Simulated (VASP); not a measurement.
Input for VASP

File POSCAR:
```
Pd
1
    0.0000000000     1.9373992655     1.9373992655
    1.9373992655     0.0000000000     1.9373992655
    1.9373992655     1.9373992655     0.0000000000
Pd
1
Direct
  0.0000000000   0.0000000000   0.0000000000
```

KPOINTS:
```
Automatic mesh
0
Gamma
16 16 16
0 0 0
```

**INCAR**
```
! general
SYSTEM  = Pd
PREC    = Accurate
ENCUT   = 520
LREAL   = .FALSE.
LASPH   = .TRUE.

! electronic loop
EDIFF   = 1E-7
NELM    = 100
ALGO    = Normal
LMAXMIX = 4
LMIXTAU = .TRUE.

! smearing
ISMEAR  = 1
SIGMA   = 0.1

! functional
METAGGA = R2SCAN

! ions
ISIF    = 2

! output
LWAVE   = .FALSE.
LCHARG  = .FALSE.
```

POTCAR, in this order: Pd (PBE.64 set). Program: vasp_std.

### Question
Translate this r2SCAN calculation to Ansatz.

### Answer
One equivalent input (not run):
Ansatz 0.2 input:
```yaml
crystal:
  lattice:
    - [0.0000000, 1.9373993, 1.9373993]
    - [1.9373993, 0.0000000, 1.9373993]
    - [1.9373993, 1.9373993, 0.0000000]
  atoms:
    - { symbol: Pd, position: [0.0000000, 0.0000000, 0.0000000] }
kpoints:
  mp_grid: { grid: [16, 16, 16] }
hamiltonian:
  xc: r2scan
  pseudopotentials: { kind: paw }
scf:
  occupations: { method: methfessel_paxton, width: 0.1 }
  max_iter: 100
output: { forces: true, stress: true, eigenvalues: true }
```
The two are equivalent in intent, not identical: each code has its own PAW files, so the cut-off isn't converted (ENCUT is set for VASP's; basis.ecutwfc is left out, and Ansatz then takes the one that its files recommend); Ansatz stops its SCF on the density residual and VASP on the energy change (EDIFF).

The compound is Pd in the fcc structure. This cell is one point of a volume scan, at 0.97 of the reference volume.
